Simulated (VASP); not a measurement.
A convergence study with VASP on HgS (zinc blende): one setting is varied, all else stays as given below, so the limit is that of these other settings.

```
CELL_PARAMETERS angstrom
      0.00000     2.92500     2.92500
      2.92500     0.00000     2.92500
      2.92500     2.92500     0.00000
ATOMIC_POSITIONS crystal
  Hg 0.00000 0.00000 0.00000
  S  0.25000 0.25000 0.25000
```

Computed with PBE GGA, VASP's PBE PAW potentials (set 64) (plane waves; VASP). The tightest run used: 550 eV cut-off, 17×17×17 Γ-centred mesh, tetrahedra with Blöchl corrections, potentials Hg S.

Question: The settings run are 3×3×3 mesh; 4×4×4 mesh; 5×5×5 mesh; 6×6×6 mesh; 7×7×7 mesh; 8×8×8 mesh; 9×9×9 mesh; 10×10×10 mesh; 11×11×11 mesh; 12×12×12 mesh; 13×13×13 mesh; 14×14×14 mesh; 15×15×15 mesh; 16×16×16 mesh; 17×17×17 mesh. From which on does the stress (every component) stay within 0.1 GPa of the tightest run?

Answer: From 6×6×6 mesh on: it is off by 0.04 there and by no more than 0.1 in any finer run, while 5×5×5 mesh is off by 0.11.
| setting | E (eV/atom) | pressure (GPa) | irreducible k-points | difference judged (GPa) |
|---|---|---|---|---|
| 3×3×3 mesh | -2.1464 | 5.68 | 4 | 1.02 |
| 4×4×4 mesh | -2.2236 | 4.97 | 8 | 0.31 |
| 5×5×5 mesh | -2.2421 | 4.77 | 10 | 0.11 |
| 6×6×6 mesh | -2.2475 | 4.70 | 16 | 0.04 |
| 7×7×7 mesh | -2.2493 | 4.68 | 20 | 0.02 |
| 8×8×8 mesh | -2.2500 | 4.67 | 29 | 0.01 |
| 9×9×9 mesh | -2.2503 | 4.67 | 35 | 0.01 |
| 10×10×10 mesh | -2.2504 | 4.66 | 47 | 0.00 |
| 11×11×11 mesh | -2.2505 | 4.66 | 56 | 0.00 |
| 12×12×12 mesh | -2.2505 | 4.66 | 72 | 0.00 |
| 13×13×13 mesh | -2.2505 | 4.66 | 84 | 0.00 |
| 14×14×14 mesh | -2.2506 | 4.66 | 104 | 0.00 |
| 15×15×15 mesh | -2.2506 | 4.66 | 120 | 0.00 |
| 16×16×16 mesh | -2.2506 | 4.66 | 145 | 0.00 |
| 17×17×17 mesh | -2.2506 | 4.66 | 165 | 0.00 |

Left out are rungs that failed or repeat a setting and relaxations that didn't move; long series are thinned to 24 rows.

The compound is HgS in the zinc blende structure, metacinnabar; cinnabar is the stable form. The cell was not relaxed at this level.
